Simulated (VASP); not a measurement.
The input files of a VASP run:

**INCAR**
```
# general
SYSTEM   = TiAl
PREC     = Accurate
ENCUT    = 400
LREAL    = .FALSE.
LASPH    = .TRUE.

# electronic loop
EDIFF    = 1E-6
NELM     = 100
ALGO     = Normal
LMAXMIX  = 4
LMIXTAU  = .TRUE.

# smearing
ISMEAR   = 1
SIGMA    = 0.1

# functional
METAGGA  = R2SCAN
LUSE_VDW = .TRUE.
BPARAM   = 11.95
CPARAM   = 0.0093

# ions
IBRION   = 2
NSW      = 60
ISIF     = 3
EDIFFG   = -0.01

# output
LWAVE    = .FALSE.
LCHARG   = .FALSE.
```

### KPOINTS
```
Automatic mesh
0
Gamma
12 12 8
0 0 0
```

POSCAR:
```
TiAl
1.0
  2.8416290000   0.0000000000   0.0000000000
  0.0000000000   2.8416290000   0.0000000000
  0.0000000000   0.0000000000   4.0654200000
Al Ti
1 1
Direct
  0.5000000000   0.5000000000   0.5000000000
  0.0000000000   0.0000000000   0.0000000000
```

POTCAR, in this order: Al Ti_sv (PBE.64 set). Program: vasp_std.

**Question.** Translate this r2SCAN+rVV10 calculation to Ansatz.

**Answer.** One equivalent input (not run):
Ansatz 0.2 input:
```yaml
crystal:
  lattice:
    - [2.8416290, 0.0000000, 0.0000000]
    - [0.0000000, 2.8416290, 0.0000000]
    - [0.0000000, 0.0000000, 4.0654200]
  atoms:
    - { symbol: Al, position: [0.5000000, 0.5000000, 0.5000000] }
    - { symbol: Ti, position: [0.0000000, 0.0000000, 0.0000000] }
kpoints:
  mp_grid: { grid: [12, 12, 8] }
hamiltonian:
  xc: r2scan
  dispersion: rvv10
  pseudopotentials: { kind: paw }
scf:
  occupations: { method: methfessel_paxton, width: 0.1 }
  max_iter: 100
relax:
  max_steps: 60
  f_tol: 0.01
  cell: {}
output: { forces: true, stress: true, eigenvalues: true }
```
Limits of the translation: each code has its own PAW files, so the cut-off isn't converted (ENCUT is set for VASP's; basis.ecutwfc is left out, and Ansatz then takes the one that its files recommend); Ansatz stops its SCF on the density residual and VASP on the energy change (EDIFF).

The structure comes from a measured TiAl entry (P4/mmm) of the Crystallography Open Database, whose conditions weren't checked. This run relaxes it. Symmetry was kept, so distortions that lower it aren't found.
